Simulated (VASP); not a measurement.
## TaMo2C3: band structure with PBE

TaMo2C3:

```xyz
12
Lattice="3.0419 0.0000 0.0000 -1.5209 2.6343 0.0000 0.0000 0.0000 15.9834" Properties=species:S:1:pos:R:3 pbc="T T T"
Ta    0.0000    0.0000    0.0000
Ta    0.0000    0.0000    7.9917
Mo    0.0000    1.7562   10.5929
Mo    0.0000    1.7562   13.3822
Mo    1.5209    0.8781    2.6012
Mo    1.5209    0.8781    5.3905
C     1.5209    0.8781   14.6530
C     0.0000    1.7562    1.3304
C     1.5209    0.8781   11.9876
C     1.5209    0.8781    9.3221
C     0.0000    1.7562    6.6613
C     0.0000    1.7562    3.9959
```

The cell was built by a generator and needn't be a form met in nature.

| Property | Result |
| --- | --- |
| Program | VASP 6.6.1 |
| Task | band structure |
| Functional | PBE |
| Potentials or basis | VASP PAW PBE potentials, release 64 (Ta_pv, Mo_sv, C) |
| Cutoff | 520 eV |
| k mesh | 12 × 12 × 2 |
| Occupations | gaussian, width 0.1 eV |
| Spin | no spin polarisation |
| Further INCAR settings | ALGO = Normal; EDIFF = 1e-06 |

* Pressure: 0.0 GPa
* Band gap along the path: none (metal or under the smearing width)

Levels at the corners of the path, in eV from the Fermi level:
```tsv
point	band 48	band 49	band 50	band 51	band 52	band 53
Γ	-1.65	-0.75	-0.75	-0.42	-0.42	-0.15
M	-1.75	-1.46	-0.48	0.15	1.14	1.29
M	-1.75	-1.46	-0.48	0.15	1.14	1.29
K	-1.46	-0.81	-0.45	0.39	0.39	1.29
K	-1.46	-0.81	-0.45	0.39	0.39	1.29
Γ	-1.65	-0.75	-0.75	-0.42	-0.42	-0.15
Γ	-1.65	-0.75	-0.75	-0.42	-0.42	-0.15
A	-1.28	-1.28	-1.28	-0.11	-0.11	-0.11
A	-1.28	-1.28	-1.28	-0.11	-0.11	-0.11
L	-2.20	-1.03	-1.03	0.74	0.74	1.37
L	-2.20	-1.03	-1.03	0.74	0.74	1.37
H	-1.50	-0.65	-0.65	0.41	0.41	1.16
H	-1.50	-0.65	-0.65	0.41	0.41	1.16
A	-1.28	-1.28	-1.28	-0.11	-0.11	-0.11
L	-2.20	-1.03	-1.03	0.74	0.74	1.37
M	-1.75	-1.46	-0.48	0.15	1.14	1.29
K	-1.46	-0.81	-0.45	0.39	0.39	1.29
H	-1.50	-0.65	-0.65	0.41	0.41	1.16
```

It took 4.7 min on 2 MPI ranks on Intel(R) Xeon(R) 6975P-C (Granite Rapids) (shared host), peak memory 0.51 GiB a rank.

Caveat: spin-orbit coupling is left out, which moves the levels of the heavy elements.
